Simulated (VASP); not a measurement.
Shape and ions are relaxed at each volume.

Energy against volume of Cd (hcp). Method: optB88-vdW, VASP's PBE PAW potentials (set 64) (plane waves; VASP 6.6.1).

```json
[
 {"V (Å³/atom)": "21.577", "E (eV/atom)": "2.53715"},
 {"V (Å³/atom)": "22.266", "E (eV/atom)": "2.52730"},
 {"V (Å³/atom)": "22.955", "E (eV/atom)": "2.52386"},
 {"V (Å³/atom)": "23.643", "E (eV/atom)": "2.52585"},
 {"V (Å³/atom)": "24.332", "E (eV/atom)": "2.53202"}
]
```

Task: Fit a third-order Birch-Murnaghan equation of state.

Result: 
The volume per atom comes out as 23.03 Å³/atom, the bulk modulus is 402 kbar and the pressure derivative of the bulk modulus is 5.94.

Measured: bulk modulus 53.8 GPa at 0 K (computed value off by -25.4 %), as given by Vázquez-Parga, Fernández-Martínez, Viñes, J. Chem. Theory Comput. (2023), doi:10.1021/acs.jctc.3c00612, Supporting … [zero-point energy and finite temperature contributions removed].

The compound is Cd in the hcp structure. It was relaxed first, which changed the volume by +7 %.
